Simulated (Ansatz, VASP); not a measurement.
**One calculation of GeP4, two programs**

```
CELL_PARAMETERS angstrom
-2.31465 2.31465 3.83480
2.31465 -2.31465 3.83480
2.31465 2.31465 -3.83480
ATOMIC_POSITIONS crystal
Ge 0.00000 0.00000 0.00000
P 0.25000 0.75000 0.50000
P 0.75000 0.25000 0.50000
P 0.34061 0.34061 0.00000
P 0.65939 0.65939 0.00000
```

Change from the starting cell: species swapped into the BaAl4 type (I4/mmm, No. 139).

Alike in both runs: functional PBE; k mesh 6 × 6 × 6; occupations gaussian, width 0.1 eV; no spin polarisation.

Ansatz relaxed the structure, and its values are those at the end. VASP's run is a single point on that final structure, the one shown.

```csv
,VASP,Ansatz
version,VASP 6.6.1,Ansatz 0.2.0
potentials or method,"VASP PAW PBE potentials, release 64 (Ge_d, P)","scalar-relativistic, plane waves, PAW"
plane-wave cutoff (eV),520,420
valence electrons in the cell,34,34
```

|  | VASP | Ansatz | Ansatz less VASP |
| --- | --- | --- | --- |
| gap on the k mesh at the Fermi level (eV) | none | none | - |
| pressure (GPa) | -0.2 | 0.0 | +0.15 |

A gap of «none» marks a metal or a gap that the smearing closes. The functional is the same, so the differences come from potentials, cutoffs and numerics.
